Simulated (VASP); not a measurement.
Method: PBE GGA, VASP's PBE PAW potentials (set 64) (plane waves; VASP).

Input for VASP

**KPOINTS**
```
K-points
0
Gamma
14 14 14
```

POSCAR:
```
Nb
1.0
 -1.6500000000   1.6500000000   1.6500000000
  1.6500000000  -1.6500000000   1.6500000000
  1.6500000000   1.6500000000  -1.6500000000
Nb
1
Direct
  0.0000000000   0.0000000000   0.0000000000
```

### INCAR
```
SYSTEM = Nb
PREC = Accurate
ENCUT = 400
EDIFF = 1E-6
NELM = 100
ALGO = Normal
LREAL = .FALSE.
LASPH = .TRUE.
ISMEAR = 1
SIGMA = 0.1
GGA = PE
LMAXMIX = 4
LWAVE = .FALSE.
LCHARG = .FALSE.
IBRION = 2
ISIF = 3
NSW = 60
EDIFFG = -0.01
```

POTCAR, in this order: Nb_sv (PBE.64 set). Program: vasp_std.

**Question.** What does the run give for the energy per atom (σ→0), volume per atom, band gap (on the k-mesh)?

**Answer.** 
energy per atom (σ→0): -10.208 eV/atom
band gap (on the k-mesh): none (metal, semimetal or under 0.01 eV)
volume per atom: 18.06 Å³/atom

**OSZICAR**
```
...
DAV:   1    -0.102188509856E+02   -0.11329E-01   -0.32594E-01  2502   0.874E+00    0.838E-01
DAV:   2    -0.102088011692E+02    0.10050E-01   -0.24766E-02  3018   0.218E+00    0.233E-01
DAV:   3    -0.102077527194E+02    0.10484E-02   -0.76918E-03  3174   0.960E-01    0.136E-01
DAV:   4    -0.102080006959E+02   -0.24798E-03   -0.23792E-04  2916   0.148E-01    0.729E-02
DAV:   5    -0.102082115923E+02   -0.21090E-03   -0.57141E-04  3522   0.156E-01    0.310E-02
DAV:   6    -0.102082131383E+02   -0.15460E-05   -0.10213E-05  2196   0.428E-02    0.591E-03
DAV:   7    -0.102082135374E+02   -0.39909E-06   -0.14015E-06  1654   0.126E-02
   3 F= -.10208214E+02 E0= -.10208161E+02  d E =-.226787E-03
```

The compound is Nb in the bcc structure. This run relaxes it. Symmetry was kept, so distortions that lower it aren't found.
